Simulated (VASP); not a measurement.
Here is the system:

```
CSi
1.0
    0.00000     2.18970     2.18970
    2.18970     0.00000     2.18970
    2.18970     2.18970     0.00000
Si C
1 1
Direct
  0.00000   0.00000   0.00000
  0.25000   0.25000   0.25000
```

Calculation: HSE06 screened hybrid, VASP's PBE PAW potentials (set 64) (plane waves; VASP). Run with 520 eV cut-off, 8×8×8 Γ-centred mesh, Gaussian smearing of 0.050 eV, potentials Si C.

**Question.** Estimate the energy per atom (σ→0), pressure, band gap (over mesh and band path) with the smallest direct gap where there is one.

**Answer.** 
| Property | Result |
|---|---|
| band gap (over mesh and band path) | 2.26 eV |
| smallest direct gap (over mesh and band path) | 5.73 eV |
| energy per atom (σ→0) | -8.727 eV/atom |
| pressure | -5.06 GPa |

The compound is SiC in the zinc blende structure. It was relaxed first. The cell's shape comes from a PBE relaxation.
